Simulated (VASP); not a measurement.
Sn:

```xyz
2
Lattice="0.0000 3.2333 3.2333 3.2333 0.0000 3.2333 3.2333 3.2333 0.0000" Properties=species:S:1:pos:R:3 pbc="T T T"
Sn    0.0000    0.0000    0.0000
Sn    1.6167    1.6167    1.6167
```

The cell was built by a generator and needn't be a form met in nature.

```yaml
Program: VASP 6.6.1
Task: relaxation of cell and atoms
Functional: PBEsol
Potentials_or_basis: VASP PAW PBE potentials, release 64 (Sn_d)
Cutoff: 600 eV
k_mesh: 10 × 10 × 10
Occupations: gaussian, width 0.03 eV
Spin: no spin polarisation
```

At the start: pressure 1.5 GPa; volume 33.80 Å³/atom.

Problem. Where does the relaxation end?

Solution. Over 3 steps the energy falls by 4.9 meV/atom and the volume is 34.92 Å³/atom (+3.3 %); space group Fd-3m (No. 227, to 0.05 Å).

The path:
```tsv
step	energy change (eV)	largest force (eV/Å)	pressure (GPa)	volume (Å³)
1	0.0000	0.0000	1.47	67.61
2	-0.0086	0.0000	-0.46	70.69
3	-0.0099	0.0000	0.00	69.84
```

Final structure:
```xyz
2
Lattice="0.0000 3.2686 3.2686 3.2686 0.0000 3.2686 3.2686 3.2686 0.0000" Properties=species:S:1:pos:R:3 pbc="T T T"
Sn    0.0000    0.0000    0.0000
Sn    1.6343    1.6343    1.6343
```

Caveat: the PAW data sets were made with another functional, which shifts forces and pressure a little.
